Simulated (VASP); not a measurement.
# TiO2 (Rutile): what moves the LDA gap besides the functional, part 2 of 2

Aim: test what besides the functional moves the gap of TiO2 (Rutile). The starting structure is a measured crystal structure from the Crystallography Open Database. Cell and atoms stay as given unless a step says otherwise.

VASP 6.6.1.

Results so far: reference 1.785 eV; cell and atoms relaxed by LDA 1.814 eV; no band path 1.785 eV.

**5. Bands with a cutoff of 640 eV**

Level of this step: LDA; plane waves and PAW (Ti_sv, O) (VASP).

Against step 2 the input has ENCUT = 640.

INCAR

```
SYSTEM = TiO2
PREC = Accurate
ENCUT = 640
EDIFF = 1E-06
NELM = 100
ISMEAR = 0
SIGMA = 0.03
LREAL = .FALSE.
ALGO = Normal
GGA = CA
NBANDS = 40
LORBIT = 11
LWAVE = .FALSE.
LCHARG = .FALSE.
KPAR = 8
LASPH = .TRUE.
```

POSCAR

```
TiO2
1.0
    4.5922000000      0.0000000000      0.0000000000
    0.0000000000      4.5922000000      0.0000000000
    0.0000000000      0.0000000000      2.9574000000
Ti O
2 4
Direct
    0.5000000000      0.5000000000      0.5000000000
    0.0000000000      0.0000000000      0.0000000000
    0.8049600000      0.1950400000      0.5000000000
    0.6950400000      0.6950400000      0.0000000000
    0.1950400000      0.8049600000      0.5000000000
    0.3049600000      0.3049600000      0.0000000000
```

KPOINTS

```
Automatic mesh
0
Gamma
6 6 8
0 0 0
```

KPOINTS_OPT

```
Line mode
8
Line-mode
Reciprocal
  0.00000000   0.00000000   0.00000000 GAMMA
  0.00000000   0.50000000   0.00000000 X

  0.00000000   0.50000000   0.00000000 X
  0.50000000   0.50000000   0.00000000 M

  0.50000000   0.50000000   0.00000000 M
  0.00000000   0.00000000   0.00000000 GAMMA

  0.00000000   0.00000000   0.00000000 GAMMA
  0.00000000   0.00000000   0.50000000 Z

  0.00000000   0.00000000   0.50000000 Z
  0.00000000   0.50000000   0.50000000 R

  0.00000000   0.50000000   0.50000000 R
  0.50000000   0.50000000   0.50000000 A

  0.50000000   0.50000000   0.50000000 A
  0.00000000   0.00000000   0.50000000 Z

  0.00000000   0.50000000   0.00000000 X
  0.00000000   0.50000000   0.50000000 R

  0.50000000   0.50000000   0.00000000 M
  0.50000000   0.50000000   0.50000000 A
```

PAW data sets: Ti_sv and O (LDA family, release 64).

The run is started by

```
$ mpirun -np 8 vasp_std
```

What it wrote:

```text
[... set-up lines as in an earlier step ...]
 entering main loop
       N       E                     dE             d eps       ncg     rms          rms(c)
DAV:   1     0.665417826835E+03    0.66542E+03   -0.26043E+04  4000   0.163E+03
DAV:   2     0.150674038916E+02   -0.65035E+03   -0.58887E+03  4120   0.479E+02
DAV:   3    -0.704768871110E+02   -0.85544E+02   -0.83396E+02  5176   0.168E+02
DAV:   4    -0.756287795513E+02   -0.51519E+01   -0.51232E+01  5832   0.358E+01
[...]
DAV:  15    -0.587574048364E+02    0.21085E-04   -0.27678E-05  5312   0.453E-02    0.313E-02
DAV:  16    -0.587573939396E+02    0.10897E-04   -0.15565E-05  5400   0.463E-02    0.140E-02
DAV:  17    -0.587573930308E+02    0.90880E-06   -0.42588E-06  4696   0.125E-02
   1 F= -.58757393E+02 E0= -.58757393E+02  d E =-.103521E-36
 Start KPOINTS_OPT (optional k-point list driver)
k-point batch [1-50\72]
       N       E                     dE             ncg
DAV:   1     0.436082858383E+04   -0.61512E+05     4000
DAV:   2    -0.259199766617E+05   -0.30281E+05     4080
DAV:   3    -0.298073633524E+05   -0.38874E+04     5184
DAV:   4    -0.300878515996E+05   -0.28049E+03     5856
[...]
DAV:   8    -0.300972063245E+05   -0.15135E-03     4400
DAV:   9    -0.300972063325E+05   -0.80794E-05     2912
DAV:  10    -0.300972063332E+05   -0.63088E-06     2736
k-point batch [51-72\72]
       N       E                     dE             ncg
DAV:   1     0.487231636713E+05   -0.37796E+05     1760
DAV:   2     0.354069984152E+05   -0.13316E+05     1816
DAV:   3     0.337341922669E+05   -0.16728E+04     2288
DAV:   4     0.336151404946E+05   -0.11905E+03     2640
[...]
DAV:   8     0.336110175566E+05   -0.51585E-04     1976
DAV:   9     0.336110175541E+05   -0.25274E-05     1256
DAV:  10     0.336110175539E+05   -0.18158E-06     1232
```

It took 47 s on 8 MPI ranks of AMD EPYC 7R43, shared host; peak memory 2.6 GiB.

OUTCAR, selected parts (step 5):

```text
  Total       -2.4336480     -2.4336480     -3.4870411     -0.0000000      0.0000000      0.0000000
  in kB      -62.5196710    -62.5196710    -89.5810174     -0.0000000      0.0000000      0.0000000
  external PRESSURE =     -71.5401198 kB  Pullay stress =       0.0000000 kB

 POSITION                                       TOTAL-FORCE (eV/Angst)
 -----------------------------------------------------------------------------------
      2.29610      2.29610      1.47870         0.000000      0.000000     -0.000000
      0.00000      0.00000      0.00000         0.000000      0.000000     -0.000000
      3.69654      0.89566      1.47870        -0.000255      0.000255     -0.000000
      3.19176      3.19176      0.00000         0.000255      0.000255     -0.000000
      0.89566      3.69654      1.47870         0.000255     -0.000255      0.000000
      1.40044      1.40044      0.00000        -0.000255     -0.000255      0.000000
 -----------------------------------------------------------------------------------
    total drift:                               -0.000000     -0.000000     -0.000000

  FREE ENERGIE OF THE ION-ELECTRON SYSTEM (eV)
  ---------------------------------------------------
  free  energy   TOTEN  =       -58.7573930308 eV

  energy  without entropy=      -58.7573930308  energy(sigma->0) =      -58.75739303

[... 1 part as in an earlier step ...]

[... 2 further parts left out ...]
[key lines of the parts left out:]
E-fermi :   4.8213
```

With a cutoff of 640 eV the gap is 1.786 eV, +0.001 eV from the reference.

**6. Bands with a 6×6×10 mesh**

Against step 2 the input has a 6×6×10 mesh.

INCAR: that of step 5 with these lines changed.

```diff
@@ -2,3 +2,3 @@
 PREC = Accurate
-ENCUT = 640
+ENCUT = 460
 EDIFF = 1E-06
```

POSCAR is that of step 5.

KPOINTS

```
Automatic mesh
0
Gamma
6 6 10
0 0 0
```

KPOINTS_OPT is that of step 5.

The run is started by

```
$ mpirun -np 8 vasp_std
```

What it wrote:

```text
[... set-up lines as in an earlier step ...]
 entering main loop
       N       E                     dE             d eps       ncg     rms          rms(c)
DAV:   1     0.578700461777E+03    0.57870E+03   -0.21291E+04  4800   0.130E+03
DAV:   2    -0.103163976779E+01   -0.57973E+03   -0.52570E+03  5048   0.418E+02
DAV:   3    -0.718134872434E+02   -0.70782E+02   -0.69509E+02  6352   0.147E+02
DAV:   4    -0.756766797733E+02   -0.38632E+01   -0.38458E+01  6768   0.298E+01
[...]
DAV:  15    -0.587544219364E+02    0.14294E-04   -0.33260E-05  6000   0.370E-02    0.417E-02
DAV:  16    -0.587543932294E+02    0.28707E-04   -0.33002E-05  7392   0.703E-02    0.685E-03
DAV:  17    -0.587543936439E+02   -0.41448E-06   -0.41041E-06  5040   0.120E-02
   1 F= -.58754394E+02 E0= -.58754394E+02  d E =-.309050E-20
 Start KPOINTS_OPT (optional k-point list driver)
k-point batch [1-60\72]
       N       E                     dE             ncg
DAV:   1     0.159426119218E+03   -0.71226E+05     4800
DAV:   2    -0.320553688261E+05   -0.32215E+05     5008
DAV:   3    -0.358855363708E+05   -0.38302E+04     6464
DAV:   4    -0.361245981570E+05   -0.23906E+03     6800
[...]
DAV:   8    -0.361314449552E+05   -0.51202E-04     4864
DAV:   9    -0.361314449578E+05   -0.25971E-05     3416
DAV:  10    -0.361314449581E+05   -0.28255E-06     3288
k-point batch [61-72\72]
       N       E                     dE             ncg
DAV:   1     0.630685808835E+05   -0.18530E+05      960
DAV:   2     0.565967476100E+05   -0.64718E+04     1000
DAV:   3     0.558108625041E+05   -0.78589E+03     1296
DAV:   4     0.557642267727E+05   -0.46636E+02     1344
DAV:   5     0.557629325282E+05   -0.12942E+01     1152
DAV:   6     0.557629167899E+05   -0.15738E-01     1240
DAV:   7     0.557629164977E+05   -0.29219E-03     1152
DAV:   8     0.557629164899E+05   -0.78770E-05      984
DAV:   9     0.557629164896E+05   -0.27118E-06      680
```

Run time: 32 s. Hardware: 8 MPI ranks; peak memory 2 GiB; 4.2 min of CPU time.

Parts of OUTCAR (step 6):

```text
  Total       -2.6911986     -2.6911986     -3.7415231      0.0000000      0.0000000      0.0000000
  in kB      -69.1360681    -69.1360681    -96.1185816      0.0000000      0.0000000      0.0000000
  external PRESSURE =     -78.1302392 kB  Pullay stress =       0.0000000 kB

 POSITION                                       TOTAL-FORCE (eV/Angst)
 -----------------------------------------------------------------------------------
      2.29610      2.29610      1.47870         0.000000      0.000000      0.000000
      0.00000      0.00000      0.00000         0.000000      0.000000      0.000000
      3.69654      0.89566      1.47870        -0.002642      0.002642      0.000000
      3.19176      3.19176      0.00000         0.002642      0.002642      0.000000
      0.89566      3.69654      1.47870         0.002642     -0.002642      0.000000
      1.40044      1.40044      0.00000        -0.002642     -0.002642     -0.000000
 -----------------------------------------------------------------------------------
    total drift:                                0.000000     -0.000000     -0.000000

  FREE ENERGIE OF THE ION-ELECTRON SYSTEM (eV)
  ---------------------------------------------------
  free  energy   TOTEN  =       -58.7543936439 eV

  energy  without entropy=      -58.7543936439  energy(sigma->0) =      -58.75439364

[... 1 part as in an earlier step ...]

[... 2 further parts left out ...]
[key lines of the parts left out:]
E-fermi :   4.7462
```

With a 6×6×10 mesh the gap is 1.785 eV, +0.000 eV from the reference.

**7. The runs compared**

| run | gap (eV) | change (eV) | core minutes |
| --- | --- | --- | --- |
| reference | 1.785 | - | 6.67 |
| cell and atoms relaxed by LDA | 1.814 | 0.029 | 3.6 |
| no band path | 1.785 | 0.0 | 1.81 |
| a cutoff of 640 eV | 1.786 | 0.001 | 6.27 |
| a 6×6×10 mesh | 1.785 | 0.0 | 4.27 |

Core minutes are wall time times ranks of the run shown, on a shared host.

**8. Summary of results**

```
reference gap                          : 1.785 eV
gap with cell and atoms relaxed by LDA : 1.814 eV
gap with no band path                  : 1.785 eV
gap with a cutoff of 640 eV            : 1.786 eV
gap with a 6×6×10 mesh                 : 1.785 eV
```

What this shows: Among the runs that read a gap along the path, the one with cell and atoms relaxed by LDA moves it most, by +0.029 eV. On finer settings it changes by +0.001 eV with a cutoff of 640 eV and +0.000 eV with a 6×6×10 mesh, not denser along every axis. The functional's own error isn't tested here. Further runs on this material are not shown.

[Lines on the potential files, build, host, timing and source positions are cut from VASP's logs without a mark.]

[Logs are printed without paths, hosts, clocks, repeated set-up lines and the standing remarks that a program may print on its own settings, such as how far it seeks lower states.]

[Hosts, paths, dates, database ids (printed as entryN), source tags and the programs' standing remarks are cut or masked in the printed files.]
